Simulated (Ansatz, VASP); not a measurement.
## One calculation of Hf3B2Ru, two programs

```
Hf B Ru
1.0
     2.47729   -4.15086    0.00000
     2.47729    4.15086    0.00000
     0.00000    0.00000    3.89054
Hf B Ru
3 2 1
Cartesian
  2.4773 2.8215 0.0000
  2.4773 -2.8215 0.0000
  0.0000 0.0000 1.9453
  1.2386 2.0754 1.9453
  1.2386 -2.0754 1.9453
  2.4773 0.0000 0.0000
```

Change from the starting cell: species swapped into the CeGa2Cu3 type (Cmmm, No. 65).

Alike in both runs: task single point; functional PBE; k mesh 4 × 4 × 4; occupations gaussian, width 0.1 eV; no spin polarisation.

```csv
,VASP,Ansatz
version,VASP 6.6.1,Ansatz 0.2.0
potentials or method,"VASP PAW PBE potentials, release 64 (Hf_pv, B, Ru_pv)","scalar-relativistic, plane waves, PAW"
plane-wave cutoff (eV),520,420
valence electrons in the cell,50,100
```

|  | VASP | Ansatz | Ansatz less VASP |
| --- | --- | --- | --- |
| gap on the k mesh at the Fermi level (eV) | none | none | - |
| rms of the force components (eV/Å) | 2.363 | 2.395 | +0.0314 |

Atom by atom the forces differ by 0.031 eV/Å (rms over components). A gap of «none» marks a metal or a gap that the smearing closes. The functional is the same, so the differences come from potentials, cutoffs and numerics. The two sets of potentials don't hold the same shells in valence.

Caveats: the k mesh is coarse (spacing up to 0.40 Å⁻¹), so the values aren't converged; forces of over 1 eV/Å show positions far from the minimum, so gaps and moduli don't describe the material at rest. The runs have no spin-orbit coupling, so splittings on Hf are missing.
